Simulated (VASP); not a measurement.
Level of theory: PBE GGA, VASP's PBE PAW potentials (set 64) (plane waves; VASP).

The input files of a VASP run:

### INCAR
```
SYSTEM=Ru2W
PREC=Accurate; ENCUT=300; LREAL=.False.
LASPH=.True.
EDIFF=1E-6; NELM=100; ALGO=Normal
LMAXMIX=6
ISMEAR=0; SIGMA=0.1
GGA=PE
ISIF=2
LWAVE=.False.; LCHARG=.False.
```

### KPOINTS
```
Automatic
0
G
 7 7 7
0 0 0
```

POSCAR:
```
Ru2W
1
   -1.6882870000     1.6882870000     4.1321540000
    1.6882870000    -1.6882870000     4.1321540000
    1.6882870000     1.6882870000    -4.1321540000
W Ru
1 2
Direct
  0.0000000000   0.0000000000   0.0000000000
  0.3353000000   0.3353000000   0.0000000000
  0.6647000000   0.6647000000   0.0000000000
```

POTCAR, in this order: W_sv Ru_pv (PBE.64 set). Program: vasp_std.

Output of the run:

**OSZICAR**
```
       N       E                     dE             d eps       ncg     rms          rms(c)
DAV:   1     0.336210341585E+03    0.33621E+03   -0.18616E+04  2080   0.130E+03
DAV:   2    -0.208762469094E+02   -0.35709E+03   -0.35283E+03  2253   0.443E+02
DAV:   3    -0.319428894684E+02   -0.11067E+02   -0.10817E+02  2462   0.769E+01
DAV:   4    -0.321284048645E+02   -0.18552E+00   -0.18455E+00  2299   0.913E+00
DAV:   5    -0.321315186012E+02   -0.31137E-02   -0.31100E-02  2533   0.115E+00    0.223E+01
DAV:   6    -0.304610664950E+02    0.16705E+01   -0.41373E+00  2239   0.163E+01    0.708E+00
DAV:   7    -0.303271099204E+02    0.13396E+00   -0.16295E+00  2168   0.881E+00    0.254E+00
DAV:   8    -0.302375614567E+02    0.89548E-01   -0.49024E-01  2646   0.367E+00    0.919E-01
DAV:   9    -0.302288842201E+02    0.86772E-02   -0.20907E-02  2433   0.108E+00    0.248E-01
DAV:  10    -0.302287423141E+02    0.14191E-03   -0.14673E-03  2928   0.293E-01    0.112E-01
DAV:  11    -0.302287364226E+02    0.58915E-05   -0.11953E-04  2222   0.802E-02    0.446E-02
DAV:  12    -0.302287339889E+02    0.24337E-05   -0.14287E-05  2367   0.235E-02    0.109E-02
DAV:  13    -0.302287321737E+02    0.18152E-05   -0.55810E-07  1117   0.712E-03    0.389E-03
DAV:  14    -0.302287316600E+02    0.51374E-06   -0.18562E-07  1076   0.321E-03
   1 F= -.30228732E+02 E0= -.30211828E+02  d E =-.338070E-01
```

### OUTCAR
```
------------------------ aborting loop because EDIFF is reached ----------------------------------------
  FORCE on cell =-STRESS in cart. coord.  units (eV):
  Direction    XX          YY          ZZ          XY          YZ          ZX
  --------------------------------------------------------------------------------------
  Total       -5.0485448     -5.0485448     -1.0404051      0.0000000     -0.0000000     -0.0000000
  in kB     -171.6910884   -171.6910884    -35.3821339      0.0000000     -0.0000000     -0.0000000
  external PRESSURE =    -126.2547702 kB  Pullay stress =       0.0000000 kB
  volume of cell :       47.11
      direct lattice vectors                 reciprocal lattice vectors
    -1.688287000  1.688287000  4.132154000     0.000000000  0.296158177  0.121002267
     1.688287000 -1.688287000  4.132154000     0.296158177  0.000000000  0.121002267
     1.688287000  1.688287000 -4.132154000     0.296158177  0.296158177  0.000000000
 POSITION                                       TOTAL-FORCE (eV/Angst)
 -----------------------------------------------------------------------------------
      0.00000      0.00000      0.00000        -0.000000     -0.000000      0.000000
      0.00000      0.00000      2.77102         0.000000      0.000000      0.580634
      0.00000      0.00000      5.49329        -0.000000     -0.000000     -0.580634
 -----------------------------------------------------------------------------------
    total drift:                               -0.000000     -0.000000      0.000000
  FREE ENERGIE OF THE ION-ELECTRON SYSTEM (eV)
  ---------------------------------------------------
  free  energy   TOTEN  =       -30.2287316600 eV

  energy  without entropy=      -30.1949246771  energy(sigma->0) =      -30.21182817
```
(Selected blocks of OUTCAR.)

**OUTCAR**
```
 val. band max:       10.8684806020   @ k =  -0.2857  -0.2857   0.1429

 cond. band min:      10.8778996132   @ k =  -0.2857   0.1429   0.0000


 Fermi energy:        10.8707469823

 k-point     1 :       0.0000    0.0000    0.0000
  band No.  band energies     occupation
      1     -63.5519      2.00000
      2     -31.9349      2.00000
      3     -31.8390      2.00000
      4     -31.8390      2.00000
      5     -31.6313      2.00000
      6     -31.6313      2.00000
      7     -31.5703      2.00000
      8     -27.6831      2.00000
      9     -27.6831      2.00000
     10     -27.5923      2.00000
     11       2.7575      2.00000
     12       6.7679      2.00000
     13       6.8779      2.00000
     14       7.6017      2.00000
     15       7.6406      2.00000
     16       7.7134      2.00000
     17       9.2400      2.00000
     18       9.2400      2.00000
     19       9.4195      2.00000
     20       9.4195      2.00000
     21       9.8050      2.00000
     22      10.7818      1.79156
     23      10.7818      1.79156
     24      11.1619      0.00004
     25      12.5127      0.00000

 k-point     2 :       0.1429    0.0000    0.0000
  band No.  band energies     occupation
      1     -63.5509      2.00000
      2     -31.9409      2.00000
      3     -31.8562      2.00000
      4     -31.8283      2.00000
      5     -31.6383      2.00000
      6     -31.6347      2.00000
      7     -31.5608      2.00000
      8     -27.7026      2.00000
      9     -27.6849      2.00000
     10     -27.5909      2.00000
     11       3.1867      2.00000
     12       6.5095      2.00000
     13       6.9587      2.00000
     14       7.4657      2.00000
     15       7.7462      2.00000
     16       7.9069      2.00000
     17       8.4872      2.00000
     18       9.2683      2.00000
     19       9.2933      2.00000
     20       9.6093      2.00000
     21       9.9482      2.00000
     22      10.1735      2.00000
     23      10.8679      1.03169
...
```

At this cut-off the stress carries a Pulay error, which pulls relaxed volumes low. Unless said otherwise, spin-orbit coupling is left out, though it shifts the bands of the heavy elements here.

The structure was generated: Ru2W was put into an ordered model structure, which need not be its known phase. The cell was not relaxed at this level, and its volume differs by -5.9 % from the start's. The k-mesh is coarse (spacing up to 0.38 per Å, 2π included), so the numbers may not be converged in it.
